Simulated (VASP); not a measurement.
A VASP calculation is set up with these files.

**KPOINTS**
```
Automatic mesh
0
gamma
  4 4 4
0 0 0
```

File POSCAR:
```
Hg2Zn2Te4
6.3084060
  0.9960334991   0.0000000000   0.0000000000
  0.0000000000   0.9960334991   0.0000000000
  0.0000000000   0.0000000000   0.9999999804
Zn Te Hg
2 4 2
Cart
  0.0000000000   0.0000000000   0.0000000000
  0.4980167495   0.4980167495   0.0000000000
  0.2490083748   0.2490083748   0.2287953541
  0.7470251243   0.7470251243   0.2287953541
  0.7470251243   0.2490083748   0.7712046263
  0.2490083748   0.7470251243   0.7712046263
  0.4980167495   0.0000000000   0.4999999902
  0.0000000000   0.4980167495   0.4999999902
```

**INCAR**
```
# general
SYSTEM  = Hg2Zn2Te4
PREC    = Accurate
ENCUT   = 400
LREAL   = .FALSE.
LASPH   = .TRUE.   # aspherical one-centre terms

# electronic loop
EDIFF   = 1E-7   # SCF stop (eV)
NELM    = 100
ALGO    = Normal   # blocked Davidson
LMAXMIX = 6

# smearing
ISMEAR  = -5   # tetrahedra, Bloechl

# functional
GGA     = PS   # PBEsol

# ions
ISIF    = 2

# output
LWAVE   = .FALSE.
LCHARG  = .TRUE.
LORBIT  = 11
NEDOS   = 601   # DOS grid

# other
LEFG    = .TRUE.
```

POTCAR, in this order: Zn Te Hg (PBE.64 set). Program: vasp_std.

Problem. Translate this PBEsol calculation to Quantum ESPRESSO's pw.x.

Solution. One equivalent input (not run):
```
&CONTROL
  calculation = 'scf'
  pseudo_dir = './pseudo'
  outdir = './out'
  tprnfor = .true.
  tstress = .true.
/
&SYSTEM
  ibrav = 0
  nat = 8
  ntyp = 3
  ecutwfc = 84
  occupations = 'tetrahedra'
  input_dft = 'pbesol'
/
&ELECTRONS
  conv_thr = 7.3e-09
  electron_maxstep = 100
/
ATOMIC_SPECIES
  Zn 65.380 Zn.upf
  Te 127.600 Te.upf
  Hg 200.592 Hg.upf
CELL_PARAMETERS angstrom
     6.2833837    0.0000000    0.0000000
     0.0000000    6.2833837   -0.0000000
     0.0000000    0.0000000    6.3084059
ATOMIC_POSITIONS crystal
  Zn   0.0000000  0.0000000  0.0000000
  Zn   0.5000000  0.5000000  0.0000000
  Te   0.2500000  0.2500000  0.2287954
  Te   0.7500000  0.7500000  0.2287954
  Te   0.7500000  0.2500000  0.7712046
  Te   0.2500000  0.7500000  0.7712046
  Hg   0.5000000  0.0000000  0.5000000
  Hg   0.0000000  0.5000000  0.5000000
K_POINTS automatic
  4 4 4 0 0 0
```
Limits of the translation: the potentials are each code's own (VASP's PAW set, PseudoDojo norm-conserving files in pw.x), so ENCUT and ecutwfc are chosen apart and not converted; conv_thr bounds pw.x's estimated SCF error, while EDIFF bounds the energy change between steps; the field gradients of LEFG aren't asked of the other code.

The structure was generated: Hg2Zn2Te4 was put into an ordered model structure (P-4m2), which need not be its known phase. It was relaxed first.
